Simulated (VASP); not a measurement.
Data:

```
Ag
1.0
    0.00000     2.02934     2.02934
    2.02934     0.00000     2.02934
    2.02934     2.02934     0.00000
Ag
1
Direct
  0.00000   0.00000   0.00000
```

The numbers are results of vdW-DF-cx, VASP's PBE PAW potentials (set 64) (plane waves; VASP), not measurements. Run with 520 eV cut-off, Gaussian smearing of 0.050 eV, potentials Ag.

Give the energies of bands 1 to 7 at the high-symmetry points, in eV from the Fermi level.

```csv
band,Γ,X,U,L,W
1,-8.00,-6.62,-6.17,-6.57,-5.84
2,-4.92,-6.46,-5.73,-4.94,-5.20
3,-4.92,-3.04,-4.18,-4.94,-5.20
4,-4.92,-2.79,-3.61,-3.01,-3.83
5,-3.84,-2.79,-3.09,-3.01,-2.79
6,-3.84,1.51,4.28,-0.52,5.97
7,16.07,6.81,5.25,3.63,5.97
```

It has no gap at this level: it comes out as a metal or semimetal.

The compound is Ag in the fcc structure. It was relaxed first.
